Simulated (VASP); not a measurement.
Data:

```xyz
1
Lattice="-1.6249 1.6249 1.6249 1.6249 -1.6249 1.6249 1.6249 1.6249 -1.6249" Properties=species:S:1:pos:R:3 pbc="T T T"
W      0.0000     0.0000     0.0000
```

All values below come from PBE GGA, VASP's PBE PAW potentials (set 64) (plane waves; VASP 6.6.1). Settings: 520 eV cut-off, 16×16×16 Γ-centred mesh, first-order Methfessel-Paxton smearing of 0.10 eV, potentials W_sv.

Unless said otherwise, spin-orbit coupling is left out, though it shifts the bands of the heavy elements here.

Q: Estimate the energy per atom (σ→0), pressure, band gap (on the k-mesh) with the smallest direct gap where there is one.

A: 
```
Item                                                        Result
------------------------  ----------------------------------------
band gap (on the k-mesh)  none (metal, semimetal or under 0.01 eV)
energy per atom (σ→0)                              -12.903 eV/atom
pressure                                                -16.07 GPa
```

The compound is W in the bcc structure. This cell is one point of a volume scan, at 1.06 of the reference volume.
